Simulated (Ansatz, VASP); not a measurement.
Two plane-wave programs on BeAl3

INCAR

```
PREC = Accurate
ENCUT = 520
EDIFF = 1E-7
ISMEAR = -1
SIGMA = 0.05
LREAL = False
LASPH = True
NELM = 80
ALGO = Normal
ISIF = 2
LWAVE = False
LCHARG = False
GGA = PE
NBANDS = 14
```

Contents of KPOINTS:

```
regular mesh
0
Gamma
  10 10 10
```

POSCAR

```
BeAl3
1.0
   -1.9677490757      1.9677490757      3.9025816155
    1.9677490757     -1.9677490757      3.9025816155
    1.9677490757      1.9677490757     -3.9025816155
Al Be
3 1
Direct
    0.5000000000      0.5000000000      0.0000000000
    0.2500000000      0.7500000000      0.5000000000
    0.7500000000      0.2500000000      0.5000000000
    0.0000000000      0.0000000000      0.0000000000
```

File input.yaml:

```yaml
crystal:
  lattice:
    - [-1.9677490757, 1.9677490757, 3.9025816155]
    - [1.9677490757, -1.9677490757, 3.9025816155]
    - [1.9677490757, 1.9677490757, -3.9025816155]
  atoms:
    - { symbol: Al, position: [0.5, 0.5, 0.0] }
    - { symbol: Al, position: [0.25, 0.75, 0.5] }
    - { symbol: Al, position: [0.75, 0.25, 0.5] }
    - { symbol: Be, position: [0.0, 0.0, 0.0] }
hamiltonian:
  xc: pbe
  pseudopotentials: { kind: paw }
kpoints:
  mp_grid: { grid: [10, 10, 10] }
scf:
  occupations: { method: fermi_dirac, width: 0.05 }
output:
  forces: true
  stress: true
  eigenvalues: true
```

Change from the starting cell: volume scaled by 1.04.

Alike in both runs: task single point; functional PBE; k mesh 10 × 10 × 10; occupations fermi-dirac, width 0.05 eV; no spin polarisation.

```csv
,VASP,Ansatz
version,VASP 6.6.1,Ansatz 0.2.0
potentials or method,"VASP PAW PBE potentials, release 64 (Al, Be)",Ansatz PAW
plane-wave cutoff (eV),520,420
valence electrons in the cell,11,11
```

```csv
,VASP,Ansatz,Ansatz less VASP
gap on the k mesh at the Fermi level (eV),none,none,-
pressure (GPa),-2.7,-2.6,+0.02
largest component of the traceless stress (GPa),0.55,0.55,+0.002
```

A gap of «none» marks a metal or a gap that the smearing closes. The functional is the same, so the differences come from potentials, cutoffs and numerics.
